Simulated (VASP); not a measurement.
All values below come from vdW-DF2, VASP's PBE PAW potentials (set 64) (plane waves; VASP).

The input files of a VASP run:

**INCAR**
```
AGGAC = 0.0
ALGO = Normal
EDIFF = 1E-6
EDIFFG = -0.02
ENCUT = 520
GGA = ML
IBRION = 2
ISIF = 3
ISMEAR = 0
LASPH = .True.
LCHARG = .False.
LMAXMIX = 6
LREAL = .False.
LUSE_VDW = .True.
LWAVE = .False.
NELM = 100
NSW = 60
PREC = Accurate
SIGMA = 0.05
SYSTEM = WSe2
ZAB_VDW = -1.8867
```

POSCAR:
```
WSe2
1
    1.7198769488    -2.9789138859     0.0000000000
    1.7198769488     2.9789138859    -0.0000000000
    0.0000000000     0.0000000000    13.7112052784
W Se
2 4
Direct
  0.3333330000   0.6666670000   0.2500000000
  0.6666670000   0.3333330000   0.7500000000
  0.3333330000   0.6666670000   0.8741693639
  0.6666670000   0.3333330000   0.3741693639
  0.6666670000   0.3333330000   0.1258306361
  0.3333330000   0.6666670000   0.6258306361
```

KPOINTS:
```
Regular mesh
0
gamma
7 7 2
```

POTCAR, in this order: W_sv Se (PBE.64 set). Program: vasp_std.

What VASP printed:

File OUTCAR:
```
 ion  position               nearest neighbor table
   1  0.333  0.667  0.250-   4 2.62   5 2.62   4 2.62   5 2.62   4 2.62   5 2.62
   2  0.667  0.333  0.750-   3 2.62   6 2.62   3 2.62   6 2.62   3 2.62   6 2.62
   3  0.333  0.667  0.874-   2 2.62   2 2.62   2 2.62
   4  0.667  0.333  0.374-   1 2.62   1 2.62   1 2.62
   5  0.667  0.333  0.126-   1 2.62   1 2.62   1 2.62
   6  0.333  0.667  0.626-   2 2.62   2 2.62   2 2.62
  LATTYP: Found a hexagonal cell.
 ALAT       =     3.4397535753
 C/A-ratio  =     3.9861010326
 Subroutine PRICEL returns:
 Original cell was already a primitive cell.
 Subroutine GETGRP returns: Found 24 space group operations
The static configuration has the point symmetry D_3d.
 The point group associated with its full space group is D_6h.
The dynamic configuration has the point symmetry D_3d.
 Subroutine INISYM returns: Found 24 space group operations
 Subroutine IBZKPT returns following result:
 Found     16 irreducible k-points:

 Following reciprocal coordinates:
            Coordinates               Weight
  0.000000  0.000000  0.000000      1.000000
  0.142857  0.000000  0.000000      6.000000
  0.285714 -0.000000  0.000000      6.000000
  0.428571 -0.000000  0.000000      6.000000
  0.142857  0.142857  0.000000      6.000000
  0.285714  0.142857  0.000000     12.000000
  0.428571  0.142857  0.000000      6.000000
  0.285714  0.285714  0.000000      6.000000
  0.000000  0.000000  0.500000      1.000000
  0.142857  0.000000  0.500000      6.000000
  0.285714 -0.000000  0.500000      6.000000
  0.428571 -0.000000  0.500000      6.000000
  0.142857  0.142857  0.500000      6.000000
  0.285714  0.142857  0.500000     12.000000
  0.428571  0.142857  0.500000      6.000000
  0.285714  0.285714  0.500000      6.000000
   k-points           NKPTS =     16   k-points in BZ     NKDIM =     16   number of bands    NBANDS=     31
   number of dos      NEDOS =    301   number of ions     NIONS =      6
   total plane-waves  NPLWV =  84672
   dimension x,y,z NGX =    28 NGY =   28 NGZ =  108
   dimension x,y,z NGXF=    56 NGYF=   56 NGZF=  216
   ions per type =               2   4
   PREC   = accura    normal or accurate (medium, high low for compatibility)
   ISTART =      0    job   : 0-new  1-cont  2-samecut
   ICHARG =      2    charge: 1-file 2-atom 10-const
   ISPIN  =      1    spin polarized calculation?
   LNONCOLLINEAR =      F non collinear calculations
   LSORBIT =      F    spin-orbit coupling
   INIWAV =      1    electr: 0-lowe 1-rand  2-diag
   ENCUT  =  520.0 eV  38.22 Ry    6.18 a.u.   6.40  6.40 25.49*2*pi/ulx,y,z
   NELM   =    100;   NELMIN=  2; NELMDL= -5     # of ELM steps
   EDIFF  = 0.1E-05   stopping-criterion for ELM
   LREAL  =      F    real-space projection
   NLSPLINE    = F    spline interpolate recip. space projectors
   LMAXMIX     =    6 max onsite mixed and CHGCAR
   VOSKOWN=      0    Vosko Wilk Nusair interpolation
   EDIFFG = -.2E-01   stopping-criterion for IOM
   NSW    =     60    number of steps for IOM
   NBLOCK =      1;   KBLOCK =     60    inner block; outer block
   IBRION =      2    ionic relax: 0-MD 1-quasi-New 2-CG
   NFREE  =      1    steps in history (QN), initial steepest desc. (CG)
   ISIF   =      3    stress and relaxation
   ISYM   =      2    0-nonsym 1-usesym 2-fastsym
   TEIN   =    0.0    initial temperature
   TEBEG  =    0.0;   TEEND  =   0.0 temperature during run
   SMASS  =  -3.00    Nose mass-parameter (am)
   PSTRESS=    0.0 pullay stress
   NELECT =      52.0000    total number of electrons
   EFERMI =   0.00;   METHOD = LEGACY
   ISMEAR =     0;   SIGMA  =   0.05  broadening in eV -4-tet -1-fermi 0-gaus
   IALGO  =     38    algorithm
   LDIAG  =      T    sub-space diagonalisation (order eigenvalues)
   IMIX   =      4    mixing-type and parameters
...
```

OSZICAR:
```
       N       E                     dE             d eps       ncg     rms          rms(c)
DAV:   1     0.514681401590E+03    0.51468E+03   -0.28008E+04  1128   0.159E+03
DAV:   2     0.518360423303E+01   -0.50950E+03   -0.49815E+03  1201   0.409E+02
DAV:   3    -0.278692361202E+02   -0.33053E+02   -0.32635E+02  1249   0.938E+01
DAV:   4    -0.287897905113E+02   -0.92055E+00   -0.91802E+00  1256   0.153E+01
DAV:   5    -0.288069974898E+02   -0.17207E-01   -0.17201E-01  1276   0.219E+00    0.233E+01
DAV:   6    -0.266794230316E+02    0.21276E+01   -0.24608E+01  1171   0.233E+01    0.793E+00
DAV:   7    -0.262112621132E+02    0.46816E+00   -0.86888E+00  1190   0.125E+01    0.558E+00
DAV:   8    -0.260348008183E+02    0.17646E+00   -0.85049E-01  1359   0.500E+00    0.133E+00
DAV:   9    -0.260397063693E+02   -0.49056E-02   -0.11094E-01  1293   0.170E+00    0.630E-01
DAV:  10    -0.260405131004E+02   -0.80673E-03   -0.29642E-02  1364   0.988E-01    0.304E-01
DAV:  11    -0.260398086525E+02    0.70445E-03   -0.54311E-03  1330   0.409E-01    0.360E-02
DAV:  12    -0.260398272330E+02   -0.18581E-04   -0.29913E-04  1196   0.101E-01    0.738E-02
DAV:  13    -0.260398207141E+02    0.65189E-05   -0.72155E-05  1284   0.506E-02    0.885E-03
DAV:  14    -0.260398212392E+02   -0.52516E-06   -0.71225E-06  1211   0.124E-02
   1 F= -.26039821E+02 E0= -.26039821E+02  d E =-.260398E+02
```

**OUTCAR**
```
------------------------ aborting loop because EDIFF is reached ----------------------------------------
  FORCE on cell =-STRESS in cart. coord.  units (eV):
  Direction    XX          YY          ZZ          XY          YZ          ZX
  --------------------------------------------------------------------------------------
  Total        0.1017450      0.1017450      0.0909796      0.0000000      0.0000000     -0.0000000
  in kB        1.1602799      1.1602796      1.0375130      0.0000000      0.0000000     -0.0000000
  external PRESSURE =       1.1193575 kB  Pullay stress =       0.0000000 kB
  volume of cell :      140.50
      direct lattice vectors                 reciprocal lattice vectors
     1.719876949 -2.978913886  0.000000000     0.290718473 -0.167846410  0.000000000
     1.719876949  2.978913886  0.000000000     0.290718473  0.167846410  0.000000000
     0.000000000  0.000000000 13.711205278     0.000000000  0.000000000  0.072933049
 POSITION                                       TOTAL-FORCE (eV/Angst)
 -----------------------------------------------------------------------------------
      1.71988      0.99297      3.42780         0.000000     -0.000000      0.000000
      1.71988     -0.99297     10.28340         0.000000      0.000000      0.000000
      1.71988      0.99297     11.98592        -0.000000      0.000000      0.007596
      1.71988     -0.99297      5.13031        -0.000000     -0.000000      0.007596
      1.71988     -0.99297      1.72529        -0.000000     -0.000000     -0.007596
      1.71988      0.99297      8.58089        -0.000000      0.000000     -0.007596
 -----------------------------------------------------------------------------------
    total drift:                                0.000000      0.001148     -0.000033
  FREE ENERGIE OF THE ION-ELECTRON SYSTEM (eV)
  ---------------------------------------------------
  free  energy   TOTEN  =       -26.0398212392 eV

  energy  without entropy=      -26.0398212392  energy(sigma->0) =      -26.03982124

 reached required accuracy - stopping structural energy minimisation
```
(Selected blocks of OUTCAR.)

The compound is WSe2 in the 2H layered structure. It was relaxed first, which changed the volume by +16 %. The start is the result of an earlier pass.
